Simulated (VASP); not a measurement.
```xyz
3
Lattice="0.0000 2.5320 2.5320 2.5320 0.0000 2.5320 2.5320 2.5320 0.0000" Properties=species:S:1:pos:R:3 pbc="T T T"
Hf     0.0000     0.0000     0.0000
O      1.2660     1.2660     1.2660
O      3.7981     3.7981     3.7981
```

All values below come from PBE GGA, VASP's PBE PAW potentials (set 64) (plane waves; VASP 6.6.1). Settings: 600 eV cut-off, 8×8×8 Γ-centred mesh, Gaussian smearing of 0.050 eV, potentials Hf_pv O.

Unless said otherwise, spin-orbit coupling is left out, though it shifts the bands of the heavy elements here.

Question: Estimate the energy per atom (σ→0), pressure, band gap (on the k-mesh) with the smallest direct gap where there is one.

Answer: 
```
Quantity                                      Result
-----------------------------------  ---------------
band gap (on the k-mesh)                     3.81 eV
smallest direct gap (on the k-mesh)          3.81 eV
energy per atom (σ→0)                -10.084 eV/atom
pressure                                    1.01 GPa
```

The absolute energy has meaning only against runs of the same code, potentials and settings.

The compound is HfO2 in the fluorite structure, the high-temperature cubic form, which is unstable at 0 K; the monoclinic form is the stable one. It was relaxed first under an external pressure of 1 GPa.
